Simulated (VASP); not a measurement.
Crystal: YTe.

```
Y Te
1.0
     0.00000    3.08392    3.08392
     3.08392    0.00000    3.08392
     3.08392    3.08392    0.00000
Y Te
1 1
Direct
  0.50000 0.50000 0.50000
  0.00000 0.00000 0.00000
```

```yaml
Program: VASP 6.6.1
Task: relaxation of cell and atoms
Functional: LDA
Potentials_or_basis: VASP PAW LDA potentials, release 64 (Y_sv, Te)
Cutoff: 600 eV
k_mesh: 12 × 12 × 12
Occupations: gaussian, width 0.1 eV
Spin: no spin polarisation
```

At the start: pressure -4.3 GPa; volume 29.33 Å³/atom.

Q: How do energy, volume and symmetry change on relaxing?

A: Over 3 steps the energy falls by 27.0 meV/atom and the volume is 27.43 Å³/atom (-6.5 %); space group Fm-3m (No. 225, to 0.05 Å).

The path:
```
step  energy change (eV)  largest force (eV/Å)  pressure (GPa)  volume (Å³)
   1              0.0000                0.0000           -4.26        58.66
   2             -0.0242                0.0000            3.89        52.29
   3             -0.0539                0.0000            0.00        54.86
```

Final structure:
```xyz
2
Lattice="0.0000 3.0159 3.0159 3.0159 0.0000 3.0159 3.0159 3.0159 0.0000" Properties=species:S:1:pos:R:3 pbc="T T T"
Y     3.0159    3.0159    3.0159
Te    0.0000    0.0000    0.0000
```
